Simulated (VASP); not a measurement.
Runs of VASP 6.6.1 on NiMoIrPdW. It takes space group P3m1 (No. 156, trigonal). The conventional cell has a = 4.147 Å, b = 4.147 Å, c = 5.416 Å, α = 90.00°, β = 90.00°, γ = 120.00°. Around Ni (site symmetry 3m) lie 3 W at 2.40 Å and 3 Ir at 2.71 Å. Mo (site symmetry 3m) is surrounded by 1 W at 2.49 Å and 3 Ir at 2.64 Å and 3 Pd at 2.85 Å. Pd (site symmetry 3m) has 2 Ir at 2.65 to 2.76 Å and 3 W at 2.76 Å and 3 Ni at 2.82 Å and 3 Mo at 2.85 Å as nearest neighbours. Ir (site symmetry 3m) has 3 Mo at 2.64 Å and 2 Pd at 2.65 to 2.76 Å and 3 Ni at 2.71 Å and 3 W at 2.77 Å as nearest neighbours. W (site symmetry 3m) is surrounded by 3 Ni at 2.40 Å and 1 Mo at 2.49 Å. The cell was built by a generator and needn't be a form met in nature.

```tsv
task	level	potentials or basis	cell	cutoff (eV)	gap on the mesh (eV)	pressure (GPa)	moment (μB)	relaxed volume (Å³/atom)	largest force (eV/Å)
relaxation of cell and atoms	RPBE	VASP PAW PBE potentials, release 64 (Ni, Mo_sv, Pd, Ir, W_sv)	relaxed	600	none	-0.1	0.00	(c)	0.01
relaxation of cell and atoms	PBE	VASP PAW PBE potentials, release 64 (Ni, Mo_sv, Pd, Ir, W_sv)	relaxed	600	none	0.0	0.00	16.12	-
relaxation of cell and atoms	BLYP	VASP PAW PBE potentials, release 64 (Ni, Mo_sv, Pd, Ir, W_sv)	relaxed	600	none	0.1	0.00	17.00	0.02
relaxation of cell and atoms	PBEsol	VASP PAW PBE potentials, release 64 (Ni, Mo_sv, Pd, Ir, W_sv)	relaxed	600	none	0.0	0.00	15.51	-
relaxation of cell and atoms	revPBE	VASP PAW PBE potentials, release 64 (Ni, Mo_sv, Pd, Ir, W_sv)	relaxed	600	none	0.1	0.00	(b)	0.02
relaxation of cell and atoms	LDA	VASP PAW LDA potentials, release 64 (Ni, Mo_sv, Pd, Ir, W_sv)	relaxed	600	none	0.0	0.00	(a)	-
single point	PBE	VASP PAW PBE potentials, release 64 (Ni, Mo_sv, Pd, Ir, W_sv)	as given	520	none	0.2	0.00	-	0.19
```

Alike in all rows: spin collinear, ferromagnetic start; k mesh 7 × 7 × 5; smearing fermi-dirac 0.05 eV.

Task: Estimate the missing entries.

Result: (a) 15.22; (b) 16.32; (c) 16.43.

Caveats: the PAW data sets were made with another functional, which shifts forces and pressure a little (some runs).

A k mesh can miss the band edges, and the runs leave out spin-orbit coupling on Ir, Mo, Pd, W.

A gap of «none» marks a metal or a gap under the smearing width.

Not every run made on this cell is shown here.
